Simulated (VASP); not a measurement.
Input:

```xyz
3
Lattice="1.5915 0.9188 6.7656 -1.5915 0.9188 6.7656 0.0000 -1.8377 6.7656" Properties=species:S:1:pos:R:3 pbc="T T T"
Mo     0.0000     0.0000     0.0000
S      0.0000     0.0000    15.0927
S      0.0000     0.0000    11.9689
```

The numbers are results of PBE GGA, VASP's PBE PAW potentials (set 64) (plane waves; VASP), not measurements. Numerical set-up: 400 eV cut-off, Gaussian smearing of 0.050 eV, potentials Mo_sv S.

Without a dispersion term in the relaxation, distances and binding between the weakly bound layers, chains or molecules are unreliable, and so is what depends on them.

Q: Give the energies of bands 7 to 16 at the high-symmetry points, in eV from the valence-band maximum.

A: 
| band | Γ | T | H2 | L | S0 | F |
|---|---|---|---|---|---|---|
| 7 | -6.23 | -5.79 | -5.77 | -6.18 | -5.78 | -6.13 |
| 8 | -2.99 | -3.00 | -5.02 | -5.13 | -4.98 | -5.21 |
| 9 | -2.99 | -3.00 | -4.38 | -4.53 | -4.43 | -4.40 |
| 10 | -1.89 | -2.72 | -3.95 | -3.56 | -3.96 | -3.54 |
| 11 | -1.89 | -1.89 | -3.31 | -2.15 | -3.27 | -2.41 |
| 12 | -1.52 | -1.89 | -2.52 | -1.34 | -2.55 | -1.39 |
| 13 | -0.70 | 0.00 | -0.42 | -1.07 | -0.41 | -0.98 |
| 14 | 2.36 | 2.38 | 1.31 | 1.86 | 1.29 | 1.85 |
| 15 | 2.36 | 2.38 | 2.65 | 2.33 | 2.65 | 2.39 |
| 16 | 2.64 | 2.60 | 3.17 | 3.62 | 3.18 | 3.35 |

The gap is indirect, 1.28 eV, from the valence maximum at T to the conduction minimum at H0-L at 0.09.

The structure was generated: MoS2 was put into the 3R-MoS2 type (R3m), which need not be its known phase. It was relaxed first, which changed the volume by +12 %.
